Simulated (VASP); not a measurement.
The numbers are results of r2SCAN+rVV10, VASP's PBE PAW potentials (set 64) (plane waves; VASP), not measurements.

Input for VASP

File POSCAR:
```
MoS2
1.0
  1.5722346151  -2.7231899629   0.0000000000
  1.5722346151   2.7231899629   0.0000000000
  0.0000000000   0.0000000000  12.2507151946
Mo S
2 4
Direct
  0.3333330000   0.6666670000   0.2500000000
  0.6666670000   0.3333330000   0.7500000000
  0.3333330000   0.6666670000   0.8771619694
  0.6666670000   0.3333330000   0.3771619694
  0.6666670000   0.3333330000   0.1228380306
  0.3333330000   0.6666670000   0.6228380306
```

File KPOINTS:
```
Automatic mesh
0
Gamma
7 7 2
0 0 0
```

INCAR:
```
SYSTEM=MoS2
PREC=Accurate; ENCUT=520; LREAL=F
LASPH=T
EDIFF=1E-6; NELM=100; ALGO=Normal
LMAXMIX=4; LMIXTAU=T
ISMEAR=0; SIGMA=0.05
METAGGA=R2SCAN; LUSE_VDW=T; BPARAM=11.95
CPARAM=0.0093
IBRION=2; NSW=60; ISIF=3
EDIFFG=-0.02
LWAVE=F; LCHARG=F
```

POTCAR, in this order: Mo_sv S (PBE.64 set). Program: vasp_std.

Output of the run:

### OSZICAR
```
...
DAV:   3    -0.891006038371E+02    0.72438E-03   -0.80153E-03  1144   0.594E-01    0.254E-01
DAV:   4    -0.891003051328E+02    0.29870E-03   -0.10973E-03  1219   0.220E-01    0.139E-01
DAV:   5    -0.891005362200E+02   -0.23109E-03   -0.12121E-03  1170   0.249E-01    0.645E-02
DAV:   6    -0.891006200568E+02   -0.83837E-04   -0.21173E-04  1247   0.962E-02    0.376E-02
DAV:   7    -0.891006088360E+02    0.11221E-04   -0.33807E-05  1192   0.443E-02    0.183E-02
DAV:   8    -0.891006269707E+02   -0.18135E-04   -0.44029E-05  1166   0.496E-02    0.309E-03
DAV:   9    -0.891006309834E+02   -0.40126E-05   -0.29329E-06   839   0.130E-02    0.213E-03
DAV:  10    -0.891006314973E+02   -0.51397E-06   -0.15680E-07   594   0.308E-03
   4 F= -.89100631E+02 E0= -.89100631E+02  d E =-.387997E-02
       N       E                     dE             d eps       ncg     rms          rms(c)
DAV:   1    -0.891012078904E+02   -0.57691E-03   -0.22480E-02   999   0.107E+00    0.149E-01
DAV:   2    -0.891007858704E+02    0.42202E-03   -0.13900E-03  1104   0.220E-01    0.638E-02
DAV:   3    -0.891007688074E+02    0.17063E-04   -0.20597E-04  1137   0.954E-02    0.416E-02
DAV:   4    -0.891007611084E+02    0.76990E-05   -0.27593E-05  1254   0.348E-02    0.237E-02
DAV:   5    -0.891007750710E+02   -0.13963E-04   -0.30209E-05  1148   0.385E-02    0.105E-02
DAV:   6    -0.891007764220E+02   -0.13510E-05   -0.51120E-06  1055   0.149E-02    0.650E-03
DAV:   7    -0.891007763553E+02    0.66658E-07   -0.77711E-07   559   0.709E-03
   5 F= -.89100776E+02 E0= -.89100776E+02  d E =-.402483E-02
       N       E                     dE             d eps       ncg     rms          rms(c)
DAV:   1    -0.891024582131E+02   -0.16818E-02   -0.67836E-02   992   0.160E+00    0.270E-01
DAV:   2    -0.891015133813E+02    0.94483E-03   -0.78964E-03  1118   0.562E-01    0.178E-01
DAV:   3    -0.891014439634E+02    0.69418E-04   -0.55556E-04  1093   0.140E-01    0.741E-02
DAV:   4    -0.891014035401E+02    0.40423E-04   -0.27569E-04  1170   0.820E-02    0.274E-02
DAV:   5    -0.891014201663E+02   -0.16626E-04   -0.29408E-05  1214   0.377E-02    0.191E-02
DAV:   6    -0.891014250240E+02   -0.48577E-05   -0.59682E-06  1015   0.187E-02    0.858E-03
DAV:   7    -0.891014262957E+02   -0.12717E-05   -0.27676E-06   734   0.129E-02    0.326E-03
DAV:   8    -0.891014257067E+02    0.58897E-06   -0.11218E-06   566   0.830E-03
   6 F= -.89101426E+02 E0= -.89101426E+02  d E =-.649351E-03
       N       E                     dE             d eps       ncg     rms          rms(c)
DAV:   1    -0.891120133312E+02   -0.10587E-01   -0.60922E-01   992   0.481E+00    0.818E-01
DAV:   2    -0.891036286914E+02    0.83846E-02   -0.71337E-02  1126   0.169E+00    0.533E-01
DAV:   3    -0.891029393542E+02    0.68934E-03   -0.50789E-03  1109   0.421E-01    0.224E-01
DAV:   4    -0.891025615446E+02    0.37781E-03   -0.25927E-03  1176   0.252E-01    0.819E-02
DAV:   5    -0.891027312007E+02   -0.16966E-03   -0.25978E-04  1191   0.112E-01    0.564E-02
DAV:   6    -0.891027946110E+02   -0.63410E-04   -0.49657E-05  1142   0.536E-02    0.265E-02
DAV:   7    -0.891028054674E+02   -0.10856E-04   -0.27521E-05  1190   0.391E-02    0.113E-02
DAV:   8    -0.891028088612E+02   -0.33937E-05   -0.12868E-05  1232   0.261E-02    0.314E-03
DAV:   9    -0.891028127915E+02   -0.39304E-05   -0.13647E-06   608   0.927E-03    0.118E-03
DAV:  10    -0.891028114950E+02    0.12966E-05   -0.37388E-07   566   0.461E-03    0.375E-04
DAV:  11    -0.891028126954E+02   -0.12004E-05   -0.17775E-07   531   0.322E-03    0.305E-04
DAV:  12    -0.891028120980E+02    0.59737E-06   -0.27862E-08   517   0.121E-03
   7 F= -.89102812E+02 E0= -.89102812E+02  d E =-.203574E-02
       N       E                     dE             d eps       ncg     rms          rms(c)
DAV:   1    -0.891394094264E+02   -0.36597E-01   -0.24250E+00   992   0.959E+00    0.166E+00
DAV:   2    -0.891065348362E+02    0.32875E-01   -0.28521E-01  1134   0.339E+00    0.107E+00
DAV:   3    -0.891036284586E+02    0.29064E-02   -0.20232E-02  1093   0.839E-01    0.457E-01
DAV:   4    -0.891020401206E+02    0.15883E-02   -0.11402E-02  1162   0.522E-01    0.164E-01
DAV:   5    -0.891027434430E+02   -0.70332E-03   -0.10841E-03  1206   0.225E-01    0.112E-01
DAV:   6    -0.891030177275E+02   -0.27428E-03   -0.17665E-04  1134   0.100E-01    0.565E-02
DAV:   7    -0.891030726877E+02   -0.54960E-04   -0.12094E-04  1223   0.798E-02    0.264E-02
DAV:   8    -0.891030995898E+02   -0.26902E-04   -0.59772E-05  1247   0.556E-02    0.751E-03
DAV:   9    -0.891031091506E+02   -0.95608E-05   -0.61620E-06  1153   0.190E-02    0.396E-03
DAV:  10    -0.891031071008E+02    0.20498E-05   -0.15129E-06   615   0.102E-02    0.984E-04
DAV:  11    -0.891031099243E+02   -0.28236E-05   -0.69643E-07   566   0.653E-03    0.655E-04
DAV:  12    -0.891031087285E+02    0.11958E-05   -0.10097E-07   538   0.247E-03    0.480E-04
DAV:  13    -0.891031094395E+02   -0.71101E-06   -0.28588E-08   538   0.117E-03
   8 F= -.89103109E+02 E0= -.89103109E+02  d E =-.233308E-02
       N       E                     dE             d eps       ncg     rms          rms(c)
DAV:   1    -0.891091106580E+02   -0.60019E-02   -0.37683E-01   992   0.376E+00    0.623E-01
DAV:   2    -0.891036847386E+02    0.54259E-02   -0.42738E-02  1110   0.131E+00    0.410E-01
DAV:   3    -0.891034323430E+02    0.25240E-03   -0.28843E-03  1093   0.326E-01    0.173E-01
DAV:   4    -0.891032168630E+02    0.21548E-03   -0.13878E-03  1170   0.182E-01    0.659E-02
DAV:   5    -0.891032979263E+02   -0.81063E-04   -0.16789E-04  1214   0.902E-02    0.466E-02
DAV:   6    -0.891033556419E+02   -0.57716E-04   -0.41443E-05  1157   0.490E-02    0.191E-02
DAV:   7    -0.891033597223E+02   -0.40804E-05   -0.17777E-05  1112   0.316E-02    0.803E-03
DAV:   8    -0.891033670649E+02   -0.73426E-05   -0.57390E-06  1113   0.182E-02    0.350E-03
DAV:   9    -0.891033657574E+02    0.13075E-05   -0.59369E-07   566   0.610E-03    0.113E-03
DAV:  10    -0.891033664618E+02   -0.70447E-06   -0.22273E-07   517   0.324E-03
   9 F= -.89103366E+02 E0= -.89103366E+02  d E =-.259011E-02
       N       E                     dE             d eps       ncg     rms          rms(c)
DAV:   1    -0.891054237030E+02   -0.20579E-02   -0.52146E-02  1029   0.172E+00    0.385E-01
DAV:   2    -0.891038935369E+02    0.15302E-02   -0.11350E-02  1118   0.693E-01    0.195E-01
DAV:   3    -0.891036402047E+02    0.25333E-03   -0.11831E-03  1126   0.171E-01    0.515E-02
DAV:   4    -0.891036182108E+02    0.21994E-04   -0.24380E-04  1006   0.859E-02    0.307E-02
DAV:   5    -0.891036463729E+02   -0.28162E-04   -0.29867E-05  1135   0.425E-02    0.229E-02
DAV:   6    -0.891036714535E+02   -0.25081E-04   -0.22313E-05  1105   0.319E-02    0.802E-03
DAV:   7    -0.891036724088E+02   -0.95527E-06   -0.58934E-06  1048   0.192E-02
  10 F= -.89103672E+02 E0= -.89103672E+02  d E =-.305947E-03
       N       E                     dE             d eps       ncg     rms          rms(c)
DAV:   1    -0.891070603421E+02   -0.33889E-02   -0.95475E-02  1029   0.233E+00    0.521E-01
DAV:   2    -0.891042271474E+02    0.28332E-02   -0.21045E-02  1118   0.941E-01    0.265E-01
DAV:   3    -0.891037572870E+02    0.46986E-03   -0.22243E-03  1126   0.234E-01    0.692E-02
DAV:   4    -0.891037221336E+02    0.35153E-04   -0.45334E-04  1020   0.117E-01    0.414E-02
DAV:   5    -0.891037751598E+02   -0.53026E-04   -0.54276E-05  1142   0.572E-02    0.309E-02
DAV:   6    -0.891038267110E+02   -0.51551E-04   -0.40523E-05  1135   0.431E-02    0.109E-02
DAV:   7    -0.891038286361E+02   -0.19251E-05   -0.10217E-05  1100   0.252E-02    0.319E-03
DAV:   8    -0.891038315832E+02   -0.29471E-05   -0.73315E-06  1058   0.211E-02    0.294E-03
DAV:   9    -0.891038346734E+02   -0.30902E-05   -0.12094E-06   510   0.878E-03    0.758E-04
DAV:  10    -0.891038345224E+02    0.15104E-06   -0.14426E-07   496   0.248E-03
  11 F= -.89103835E+02 E0= -.89103835E+02  d E =-.468061E-03
```

### OUTCAR
```
------------------------ aborting loop because EDIFF is reached ----------------------------------------
  FORCE on cell =-STRESS in cart. coord.  units (eV):
  Direction    XX          YY          ZZ          XY          YZ          ZX
  --------------------------------------------------------------------------------------
  Total        0.0499424      0.0499424     -0.0393378      0.0000000      0.0000000      0.0000000
  in kB        0.7383199      0.7383198     -0.5815469      0.0000000      0.0000000      0.0000000
  external PRESSURE =       0.2983643 kB  Pullay stress =       0.0000000 kB
  volume of cell :      108.38
      direct lattice vectors                 reciprocal lattice vectors
     1.586969243 -2.748711079  0.000000000     0.315065968 -0.181903440  0.000000000
     1.586969243  2.748711079  0.000000000     0.315065968  0.181903440 -0.000000000
     0.000000000  0.000000000 12.422463833    -0.000000000 -0.000000000  0.080499329
 POSITION                                       TOTAL-FORCE (eV/Angst)
 -----------------------------------------------------------------------------------
      1.58697      0.91624      3.10562         0.000000     -0.000000     -0.000000
      1.58697     -0.91624      9.31685        -0.000000      0.000000     -0.000000
      1.58697      0.91624     10.87332         0.000000     -0.000000     -0.007526
      1.58697     -0.91624      4.66209         0.000000      0.000000     -0.007526
      1.58697     -0.91624      1.54914         0.000000      0.000000      0.007526
      1.58697      0.91624      7.76038        -0.000000     -0.000000      0.007526
 -----------------------------------------------------------------------------------
    total drift:                               -0.000000      0.001599     -0.000028
  FREE ENERGIE OF THE ION-ELECTRON SYSTEM (eV)
  ---------------------------------------------------
  free  energy   TOTEN  =       -89.1038345224 eV

  energy  without entropy=      -89.1038345224  energy(sigma->0) =      -89.10383452

 reached required accuracy - stopping structural energy minimisation
```
(Selected blocks of OUTCAR.)

### CONTCAR
```
MoS2
   1.00000000000000
     1.5869692428962474   -2.7487110792343850    0.0000000000000000
     1.5869692428962474    2.7487110792343850    0.0000000000000000
     0.0000000000000000    0.0000000000000000   12.4224638329157013
  Mo              S
     2     4
Direct
     0.3333330000000032    0.6666669999999968    0.2500000000000000
     0.6666669999999968    0.3333330000000032    0.7500000000000000
     0.3333330000000032    0.6666669999999968    0.8752950062849770
     0.6666669999999968    0.3333330000000032    0.3752950062849770
     0.6666669999999968    0.3333330000000032    0.1247049937150230
     0.3333330000000032    0.6666669999999968    0.6247049937150230
```

File OUTCAR:
```
 val. band max:        7.2338936774   @ k =   0.0000   0.0000   0.0000

 cond. band min:       8.3667240707   @ k =   0.1429   0.1429   0.0000


 Fermi energy:         7.4675458865

 k-point     1 :       0.0000    0.0000    0.0000
  band No.  band energies     occupation
      1     -56.2528      2.00000
      2     -56.2528      2.00000
      3     -29.6730      2.00000
      4     -29.6729      2.00000
      5     -29.4519      2.00000
      6     -29.4519      2.00000
      7     -29.4519      2.00000
      8     -29.4519      2.00000
      9      -8.4163      2.00000
     10      -8.1723      2.00000
     11      -7.1052      2.00000
     12      -6.6983      2.00000
     13       0.1039      2.00000
     14       1.1010      2.00000
     15       3.6471      2.00000
     16       3.7376      2.00000
     17       3.7377      2.00000
     18       3.7502      2.00000
     19       3.7502      2.00000
     20       4.8812      2.00000
     21       4.8813      2.00000
     22       4.9237      2.00000
     23       4.9238      2.00000
     24       5.8755      2.00000
     25       6.1038      2.00000
     26       7.2339      2.00000
     27       9.4767      0.00000
     28       9.4768      0.00000
     29       9.5011      0.00000
     30       9.5012      0.00000
     31       9.6576      0.00000

 k-point     2 :       0.1429   -0.0000    0.0000
  band No.  band energies     occupation
      1     -56.2447      2.00000
      2     -56.2447      2.00000
      3     -29.6570      2.00000
      4     -29.6569      2.00000
      5     -29.5314      2.00000
      6     -29.5313      2.00000
      7     -29.4699      2.00000
      8     -29.4699      2.00000
      9      -8.1033      2.00000
     10      -7.8643      2.00000
     11      -6.9640      2.00000
     12      -6.5929      2.00000
     13       0.4457      2.00000
     14       1.4226      2.00000
     15       3.0709      2.00000
     16       3.1143      2.00000
     17       3.1573      2.00000
...
```

Energy and stress use the plane-wave basis of the starting cell.

The compound is MoS2 in the 2H layered structure. This run relaxes it. Symmetry was kept, so distortions that lower it aren't found. The start is the result of an earlier pass.
